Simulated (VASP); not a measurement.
Energy against volume of GdN (rock salt). These are AM05 GGA, VASP's PBE PAW potentials (set 64) (plane waves; VASP) values and carry that method's errors. Numerical set-up: 520 eV cut-off, 13×13×13 Γ-centred mesh, first-order Methfessel-Paxton smearing of 0.10 eV, potentials Gd_3 N.

The 4f electrons are frozen in the core of the lanthanide potential, so 4f levels, which can set the real gap, and their magnetism are missing.

```tsv
V (Å³/atom)	E (eV/atom)
14.492	-8.29882
14.940	-8.30609
15.389	-8.29942
15.837	-8.28087
```

Problem. Fit these four points and predict the energy of the run at 14.044 Å³/atom.

Solution. A cubic in V^(−2/3), the third-order Birch-Murnaghan form, passes through the four points with V0 = 14.94 Å³/atom and B0 = 166 GPa, and gives -8.2753 eV/atom there. The run gave -8.2752 eV/atom, +0.1 meV/atom from the fit; all five points give B0 = 166 GPa.

The compound is GdN in the rock salt structure. It was relaxed first.
